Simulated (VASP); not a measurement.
The system is TaInH4.

```
CELL_PARAMETERS angstrom
3.27351 -3.28472 0.00000
3.27351 3.28472 0.00000
0.00000 0.00000 3.03058
ATOMIC_POSITIONS crystal
Ta 0.50000 0.50000 0.50000
In 0.00000 0.00000 0.00000
H 0.20337 0.20337 0.50000
H 0.79663 0.79663 0.50000
H 0.68597 0.31403 0.00000
H 0.31403 0.68597 0.00000
```

The cell was built by a generator and needn't be a form met in nature.

```yaml
Program: VASP 6.6.1
Task: relaxation of cell and atoms
Functional: PBE
Potentials_or_basis: VASP PAW PBE potentials, release 64 (Ta_pv, In_d, H)
Cutoff: 600 eV
k_mesh: 6 × 6 × 9
Occupations: gaussian, width 0.05 eV
Spin: no spin polarisation
```

At the start: pressure 1.9 GPa; volume 10.86 Å³/atom.

Where does the relaxation end?

Over 25 steps the energy falls by 46.7 meV/atom and the volume is 10.69 Å³/atom (-1.6 %); space group Cmmm (No. 65, to 0.05 Å).

Step by step:
```csv
step,energy change (eV),largest force (eV/Å),pressure (GPa),volume (Å³)
1,0.0000,0.6614,1.90,65.17
2,-0.0977,0.3365,0.02,66.37
3,-0.1102,0.3795,-0.54,66.96
4,-0.1294,0.2862,-0.25,66.72
5,-0.1683,0.3599,1.16,66.00
6,-0.1331,0.6857,4.17,64.49
7,-0.1746,0.4518,2.13,65.56
8,-0.1848,0.4205,1.68,65.74
9,-0.2077,0.3263,0.71,66.25
10,-0.2184,0.3510,-1.19,67.25
11,-0.2210,0.3018,-0.55,66.91
12,-0.2316,0.2636,-0.76,66.77
13,-0.2550,0.1747,-1.30,66.35
14,-0.2586,0.0613,-2.04,65.47
15,-0.2643,0.1262,-1.69,65.88
16,-0.2761,0.0738,-0.53,64.66
17,-0.2772,0.0767,0.05,64.20
18,-0.2771,0.0780,-0.10,64.25
19,-0.2781,0.0671,-0.09,64.24
20,-0.2796,0.0351,-0.11,64.24
21,-0.2797,0.0243,-0.07,64.23
22,-0.2798,0.0336,0.00,64.16
23,-0.2799,0.0232,0.01,64.17
24,-0.2799,0.0112,-0.02,64.16
25,-0.2800,0.0033,-0.05,64.15
```

Final structure:
```xyz
6
Lattice="2.9329 -3.2890 0.0000 2.9329 3.2890 0.0000 0.0000 0.0000 3.3251" Properties=species:S:1:pos:R:3 pbc="T T T"
Ta    2.9329    0.0000    1.6626
In    0.0000    0.0000    0.0000
H     1.0886    0.0000    1.6626
H     4.7772    0.0000    1.6626
H     2.9329   -1.0654    3.3251
H     2.9329    1.0654    0.0000
```
